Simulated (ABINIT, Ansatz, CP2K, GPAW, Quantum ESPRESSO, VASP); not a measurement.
## SiO: 6 runs at one level of theory

```
Si O
1.0
     2.80697    0.00000    0.00000
     0.00000    2.80697    0.00000
     0.00000    0.00000    2.80697
Si O
1 1
Cartesian
  0.0000 0.0000 0.0000
  1.4035 1.4035 1.4035
```

The cell comes from a database or a generator and needn't be the stable form of this composition.

Alike in all runs: task single point; functional PBE; k mesh 9 × 9 × 9; occupations fermi-dirac, width 0.05 eV; no spin polarisation; no spin-orbit coupling. Pressure is positive in compression and, in plane waves, holds the error of the finite cutoff, which Ansatz's Pulay term estimates and takes out.

```csv
program and potentials,plane-wave cutoff (eV),notes,pressure (GPa)
"Quantum ESPRESSO, SSSP 1.3 efficiency PBE",748,-,?
"ABINIT, JTH PAW PBE v2.0",626,-,-0.21
"VASP, PBE PAW files O, Si, 520 eV",520,-,0.08
"Ansatz, Ansatz PAW (earlier soft set)",420,Pulay term of +0.29 GPa included,0.13
"CP2K, POTENTIAL_UZH Si GTH-PBE-q4, O GTH-PBE-q6; TZVP-MOLOPT-PBE-GTH basis",-,atomic basis,0.31
"GPAW, GPAW PAW data sets (gpaw-data 1.2.1)",800,-,0.46
```

Question: Estimate from the other rows what the run with Quantum ESPRESSO, SSSP 1.3 efficiency PBE gave.

Answer: Pressure 0.00 GPa. The other rows, which needn't bracket it: pressure -0.21 to 0.46.
